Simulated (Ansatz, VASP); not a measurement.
## One calculation of Si, two programs

```
Si
1.0
     0.00000    2.92309    2.52701
     2.92309    0.00000    2.52701
     2.92309    2.92309    0.00000
Si
2
Direct
  0.50000 0.50000 0.50000
  0.75000 0.75000 0.75000
```

Alike in both runs: task single point; functional LDA; k mesh 12 × 12 × 12; occupations gaussian, width 0.05 eV; no spin polarisation.

```csv
,VASP,Ansatz
version,VASP 6.6.1,Ansatz 0.2.0
potentials or method,"VASP PAW LDA potentials, release 64 (Si)","scalar-relativistic, plane waves, PAW"
plane-wave cutoff (eV),520,420
valence electrons in the cell,8,8
```

```tsv
	VASP	Ansatz	Ansatz less VASP
gap on the k mesh at the Fermi level (eV)	none	none	-
pressure (GPa)	-7.8	-7.8	-0.03
largest component of the traceless stress (GPa)	6.59	6.60	+0.003
```

A gap of «none» marks a metal or a gap that the smearing closes. Ansatz warned: «pseudo_functional_mismatch».
